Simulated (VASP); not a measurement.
Calculation: LDA (Ceperley-Alder, Perdew-Zunger), VASP's LDA PAW potentials (set 64) (plane waves; VASP 6.6.1).

The input files of a VASP run:

**KPOINTS**
```
Automatic
0
gamma
 2 2 2
0 0 0
```

POSCAR:
```
SiC
1.0
  3.0756900000   0.0000000000   0.0000000000
 -1.5378450000   2.6636260000   0.0000000000
  0.0000000000   0.0000000000  10.0706500000
Si C
4 4
Cart
  1.5378465378   0.8878744455   9.4446583960
 -0.0000015378   1.7757515545   4.4093333960
  0.0000000000   0.0000000000   6.9274994285
  0.0000000000   0.0000000000   1.8921744285
  1.5378465378   0.8878744455   7.5509733700
 -0.0000015378   1.7757515545   2.5156483700
  0.0000000000   0.0000000000   5.0399574990
  0.0000000000   0.0000000000   0.0046324990
```

INCAR:
```
# general
SYSTEM=SiC
PREC  =Accurate
ENCUT =320
LREAL =.FALSE.
LASPH =.TRUE.

# electronic loop
EDIFF =1E-04
NELM  =100
ALGO  =Normal

# smearing
ISMEAR=0
SIGMA =0.01

# ions
ISIF  =2

# output
LWAVE =.FALSE.
LCHARG=.FALSE.
```

POTCAR, in this order: Si C (LDA.64 set). Program: vasp_std.

Output of the run:

OSZICAR:
```
       N       E                     dE             d eps       ncg     rms          rms(c)
DAV:   1     0.421172448390E+02    0.42117E+02   -0.10957E+04   168   0.923E+02
DAV:   2    -0.662129062190E+02   -0.10833E+03   -0.10236E+03   251   0.179E+02
DAV:   3    -0.711630259901E+02   -0.49501E+01   -0.49170E+01   208   0.393E+01
DAV:   4    -0.712362772008E+02   -0.73251E-01   -0.73230E-01   201   0.531E+00
DAV:   5    -0.712376844088E+02   -0.14072E-02   -0.14070E-02   208   0.662E-01    0.190E+01
DAV:   6    -0.623204783361E+02    0.89172E+01   -0.29347E+01   198   0.255E+01    0.857E+00
DAV:   7    -0.618917385884E+02    0.42874E+00   -0.24104E+00   235   0.732E+00    0.355E+00
DAV:   8    -0.618042167658E+02    0.87522E-01   -0.14987E-01   193   0.219E+00    0.972E-01
DAV:   9    -0.617950889579E+02    0.91278E-02   -0.19102E-02   211   0.768E-01    0.175E-01
DAV:  10    -0.617952065077E+02   -0.11755E-03   -0.76704E-04   198   0.172E-01    0.915E-02
DAV:  11    -0.617952290934E+02   -0.22586E-04   -0.28024E-05   124   0.377E-02
   1 F= -.61795229E+02 E0= -.61795229E+02  d E =-.225687E-30
```

File OUTCAR:
```
------------------------ aborting loop because EDIFF is reached ----------------------------------------
  FORCE on cell =-STRESS in cart. coord.  units (eV):
  Direction    XX          YY          ZZ          XY          YZ          ZX
  --------------------------------------------------------------------------------------
  Total       -0.8527630     -0.8527632     -8.1539938      0.0000000      0.0000000      0.0000000
  in kB      -16.5602015    -16.5602056   -158.3462019      0.0000000      0.0000000      0.0000000
  external PRESSURE =     -63.8222030 kB  Pullay stress =       0.0000000 kB
  volume of cell :       82.50
      direct lattice vectors                 reciprocal lattice vectors
     3.075690000  0.000000000  0.000000000     0.325130296  0.187714041  0.000000000
    -1.537845000  2.663626000  0.000000000     0.000000000  0.375428082  0.000000000
     0.000000000  0.000000000 10.070650000     0.000000000  0.000000000  0.099298456
  FREE ENERGIE OF THE ION-ELECTRON SYSTEM (eV)
  ---------------------------------------------------
  free  energy   TOTEN  =       -61.7952290934 eV

  energy  without entropy=      -61.7952290934  energy(sigma->0) =      -61.79522909
```
(Selected blocks of OUTCAR.)

OUTCAR:
```
 val. band max:        8.4458957660   @ k =   0.0000   0.0000   0.0000

 cond. band min:      10.3771660428   @ k =   0.5000  -0.0000   0.0000


 Fermi energy:         8.5258885668

 k-point     1 :       0.0000    0.0000    0.0000
  band No.  band energies     occupation
      1      -7.1481      2.00000
      2      -5.9601      2.00000
      3      -5.9157      2.00000
      4      -3.4821      2.00000
      5      -0.3908      2.00000
      6       3.9509      2.00000
      7       3.9878      2.00000
      8       7.2087      2.00000
      9       7.2087      2.00000
     10       7.6858      2.00000
     11       7.6858      2.00000
     12       7.8343      2.00000
     13       7.8344      2.00000
     14       8.3409      2.00000
     15       8.4459      2.00000
     16       8.4459      2.00000
     17      13.2884      0.00000
     18      13.8491      0.00000
     19      14.4904      0.00000
     20      14.6745      0.00000
     21      15.0786      0.00000

 k-point     2 :       0.5000   -0.0000    0.0000
  band No.  band energies     occupation
      1      -3.6341      2.00000
      2      -3.0937      2.00000
      3      -2.8103      2.00000
      4      -2.0587      2.00000
      5      -0.3317      2.00000
      6      -0.0199      2.00000
      7       1.2636      2.00000
      8       1.6971      2.00000
      9       3.3559      2.00000
     10       4.1872      2.00000
     11       5.0771      2.00000
     12       5.9557      2.00000
     13       5.9870      2.00000
     14       6.1214      2.00000
     15       6.7731      2.00000
     16       7.2696      2.00000
     17      10.3772      0.00000
     18      10.4619      0.00000
     19      12.3030      0.00000
     20      12.9143      0.00000
     21      13.3939      0.00000

 k-point     3 :       0.0000    0.0000    0.5000
  band No.  band energies     occupation
      1      -6.8404      2.00000
      2      -6.8404      2.00000
      3      -4.5535      2.00000
...
```

At this cut-off the stress carries a Pulay error, which pulls relaxed volumes low.

The structure comes from a computed database's SiC entry; how it stands against other phases isn't given here. The cell was not relaxed at this level. The k-mesh is coarse (spacing up to 1.18 per Å, 2π included), so the numbers may not be converged in it. The run is one of a series of settings (EDIFF = 1E-04, ENCUT = 320, KPOINTS 2×2×2 Γ-centred mesh against the base run), some of them coarse on purpose.
